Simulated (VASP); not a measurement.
Input:

```xyz
4
Lattice="0.0000 3.2585 3.2585 3.2585 0.0000 3.2585 3.2585 3.2585 0.0000" Properties=species:S:1:pos:R:3 pbc="T T T"
Ge     0.0000     0.0000     0.0000
Pt     3.2585     3.2585     3.2585
Pt     1.6292     1.6292     1.6292
Pt     4.8877     4.8877     4.8877
```

Method: PBE GGA, VASP's PBE PAW potentials (set 64) (plane waves; VASP). Numerical set-up: 300 eV cut-off, 6×6×6 Γ-centred mesh, Fermi-Dirac smearing of 0.10 eV, potentials Ge_d Pt.

At this cut-off the stress carries a Pulay error, which pulls relaxed volumes low.

Task: Give the stress tensor in GPa (positive for a compressed cell).

Result: 
```
-14.35    0.00    0.00
  0.00  -14.35    0.00
  0.00    0.00  -14.35
```
The pressure is its mean diagonal, -14.35 GPa.

The structure was generated: GePt3 was put into an ordered model structure, which need not be its known phase. The cell was not relaxed at this level.
